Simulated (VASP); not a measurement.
All values below come from LDA (Ceperley-Alder, Perdew-Zunger), VASP's LDA PAW potentials (set 64) (plane waves; VASP).

The input files of a VASP run:

KPOINTS_OPT:
```
k-points along high-symmetry lines
6
Line-mode
Reciprocal
  0.000000   0.000000   0.000000 ! GAMMA
  0.500000   0.000000   0.000000 ! M

  0.500000   0.000000   0.000000 ! M
  0.333333   0.333333   0.000000 ! K

  0.333333   0.333333   0.000000 ! K
  0.000000   0.000000   0.000000 ! GAMMA

  0.000000   0.000000   0.000000 ! GAMMA
  0.000000   0.000000   0.500000 ! A

  0.000000   0.000000   0.500000 ! A
  0.500000   0.000000   0.500000 ! L

  0.500000   0.000000   0.500000 ! L
  0.333333   0.333333   0.500000 ! H

  0.333333   0.333333   0.500000 ! H
  0.000000   0.000000   0.500000 ! A

  0.500000   0.000000   0.500000 ! L
  0.500000   0.000000   0.000000 ! M

  0.333333   0.333333   0.500000 ! H
  0.333333   0.333333   0.000000 ! K
```

**KPOINTS**
```
Automatic mesh
0
Gamma
5 5 3
0 0 0
```

INCAR:
```
PREC  =  Accurate
ISMEAR  =  0   ! Gaussian
ENCUT  =  400   ! plane-wave cut-off (eV)
LCHARG  =  .False.
LASPH  =  .True.   ! aspherical one-centre terms
ALGO  =  Normal
SYSTEM  =  N2
NELM  =  100
LREAL  =  .False.
EDIFF  =  1E-6   ! SCF stop (eV)
ISIF  =  2   ! forces and stress, cell fixed
SIGMA  =  0.01
LWAVE  =  .False.
```

File POSCAR:
```
N2
1.0
  4.1672300000   0.0000000000   0.0000000000
 -2.0836150000   3.6089270000   0.0000000000
  0.0000000000   0.0000000000   7.0060000000
N
4
Cartesian
 -0.0000020836   2.4059525363   2.3044835800
  2.0836170836   1.2029744637   4.7015164200
  2.0836170836   1.2029744637   5.8074835800
 -0.0000020836   2.4059525363   1.1985164200
```

POTCAR, in this order: N (LDA.64 set). Program: vasp_std.

At this cut-off the stress carries a Pulay error, which pulls relaxed volumes low.

**Question.** Estimate the energy per atom (σ→0), pressure, largest force, band gap (over mesh and band path).

**Answer.** 
| Item | Value |
|---|---|
| energy per atom (σ→0) | -8.779 eV/atom |
| band gap (over mesh and band path) | 6.86 eV |
| pressure | -3.59 GPa |
| largest force | 0.01030 Ry/bohr |

### OSZICAR
```
...
DAV:  13    -0.351148697377E+02    0.24697E-06   -0.94726E-07   146   0.927E-03
   1 F= -.35114870E+02 E0= -.35114870E+02  d E =-.457928E-21
       N       E                     dE             ncg
       N       E                     dE             ncg
       N       E                     dE             ncg
       N       E                     dE             ncg
       N       E                     dE             ncg
       N       E                     dE             ncg
```

The structure comes from a computed database's N2 entry (P6_3/mmc); how it stands against other phases isn't given here. The cell was not relaxed at this level.
